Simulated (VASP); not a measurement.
Input:

```
Mo
1.0
   -1.58000     1.58000     1.58000
    1.58000    -1.58000     1.58000
    1.58000     1.58000    -1.58000
Mo
1
Direct
  0.00000   0.00000   0.00000
```

Method: PBE GGA with spin-orbit coupling, VASP's PBE PAW potentials (set 64) (plane waves; VASP). Run with 400 eV cut-off, 15×15×15 Γ-centred mesh, Gaussian smearing of 0.050 eV, potentials Mo_sv.

Q: The job: Mo (bcc), 1 atom, PBE+SOC, static run, 400 eV, 15×15×15 Γ-centred mesh. Roughly how much core time does it take on a busy server core?

A: About 40 core-seconds (one run on a shared machine, a rough figure). It had 120 irreducible k-points, 22 bands, up to 642 plane waves and 12 electronic steps.

The compound is Mo in the bcc structure. It was relaxed first.
